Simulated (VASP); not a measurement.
## Ta3Si3N: band structure with PBE

Ta3Si3N:

```xyz
7
Lattice="3.2220 0.0000 0.0000 0.0000 3.2220 0.0000 0.0000 0.0000 9.4824" Properties=species:S:1:pos:R:3 pbc="T T T"
Ta    0.0000    0.0000    7.3447
Ta    0.0000    0.0000    2.1377
Ta    1.6110    1.6110    0.0000
Si    1.6110    1.6110    3.4453
Si    1.6110    1.6110    6.0371
Si    0.0000    0.0000    4.7412
N     0.0000    0.0000    0.0000
```

The cell was built by a generator and needn't be a form met in nature.

```json
{
 "Program": "VASP 6.6.1",
 "Task": "band structure",
 "Functional": "PBE",
 "Potentials or basis": "VASP PAW PBE potentials, release 64 (Ta_pv, Si, N)",
 "Cutoff": "520 eV",
 "k mesh": "10 × 10 × 4",
 "Occupations": "gaussian, width 0.1 eV",
 "Spin": "no spin polarisation",
 "Further INCAR settings": "ALGO = Normal; EDIFF = 1e-06; NBANDS = 34"
}
```

```yaml
Pressure: 0.0 GPa
Band_gap_along_the_path: none (metal or under the smearing width)
```

Levels at the corners of the path, in eV from the Fermi level:
| point | band 21 | band 22 | band 23 | band 24 | band 25 | band 26 | band 27 | band 28 | band 29 | band 30 |
| --- | --- | --- | --- | --- | --- | --- | --- | --- | --- | --- |
| Γ | -1.81 | -1.28 | -0.76 | -0.65 | -0.65 | -0.44 | 1.21 | 1.21 | 1.21 | 2.20 |
| X | -1.50 | -1.42 | -1.03 | -0.82 | 0.65 | 1.18 | 2.30 | 2.31 | 2.40 | 2.56 |
| X | -1.50 | -1.42 | -1.03 | -0.82 | 0.65 | 1.18 | 2.30 | 2.31 | 2.40 | 2.56 |
| M | -4.25 | -2.38 | -2.38 | -1.65 | 0.59 | 0.59 | 0.79 | 1.66 | 3.09 | 3.09 |
| M | -4.25 | -2.38 | -2.38 | -1.65 | 0.59 | 0.59 | 0.79 | 1.66 | 3.09 | 3.09 |
| Γ | -1.81 | -1.28 | -0.76 | -0.65 | -0.65 | -0.44 | 1.21 | 1.21 | 1.21 | 2.20 |
| Γ | -1.81 | -1.28 | -0.76 | -0.65 | -0.65 | -0.44 | 1.21 | 1.21 | 1.21 | 2.20 |
| Z | -2.05 | -1.11 | -0.09 | 0.29 | 0.29 | 0.31 | 0.31 | 0.47 | 1.21 | 1.36 |
| Z | -2.05 | -1.11 | -0.09 | 0.29 | 0.29 | 0.31 | 0.31 | 0.47 | 1.21 | 1.36 |
| R | -2.14 | -1.26 | -1.21 | -0.51 | 0.32 | 1.35 | 1.71 | 1.84 | 2.32 | 3.00 |
| R | -2.14 | -1.26 | -1.21 | -0.51 | 0.32 | 1.35 | 1.71 | 1.84 | 2.32 | 3.00 |
| A | -3.76 | -2.76 | -2.76 | -2.61 | -0.60 | 0.73 | 0.73 | 2.91 | 2.91 | 3.43 |
| A | -3.76 | -2.76 | -2.76 | -2.61 | -0.60 | 0.73 | 0.73 | 2.91 | 2.91 | 3.43 |
| Z | -2.05 | -1.11 | -0.09 | 0.29 | 0.29 | 0.31 | 0.31 | 0.47 | 1.21 | 1.36 |
| X | -1.50 | -1.42 | -1.03 | -0.82 | 0.65 | 1.18 | 2.30 | 2.31 | 2.40 | 2.56 |
| R | -2.14 | -1.26 | -1.21 | -0.51 | 0.32 | 1.35 | 1.71 | 1.84 | 2.32 | 3.00 |
| M | -4.25 | -2.38 | -2.38 | -1.65 | 0.59 | 0.59 | 0.79 | 1.66 | 3.09 | 3.09 |
| A | -3.76 | -2.76 | -2.76 | -2.61 | -0.60 | 0.73 | 0.73 | 2.91 | 2.91 | 3.43 |

Wall time 6.3 min on 1 thread of Intel(R) Xeon(R) Platinum 8259CL CPU @ 2.50GHz (Skylake/Cascade Lake) (shared host), peak memory 0.4 GiB.

Caveat: spin-orbit coupling is left out, which moves the levels of the heavy elements.
